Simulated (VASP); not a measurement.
Data:

```yaml
crystal:
  lattice:
    - [2.14729, -3.71921, 0.00000]
    - [2.14729, 3.71921, 0.00000]
    - [0.00000, 0.00000, 6.92154]
  atoms:
    - { symbol: Cd, position: [0.00000, 0.00000, 0.00000] }
    - { symbol: I, position: [0.33333, 0.66667, 0.25116] }
    - { symbol: I, position: [0.66667, 0.33333, 0.74884] }
```

All values below come from optB88-vdW, VASP's PBE PAW potentials (set 64) (plane waves; VASP). Run with 520 eV cut-off, 6×6×3 Γ-centred mesh, Gaussian smearing of 0.050 eV, potentials Cd I.

What does the run give for the energy per atom (σ→0)?

| Item | Result |
|---|---|
| energy per atom (σ→0) | 0.532 eV/atom |

The compound is CdI2 in the 1T layered structure. It was relaxed first. The start is the result of an earlier pass.
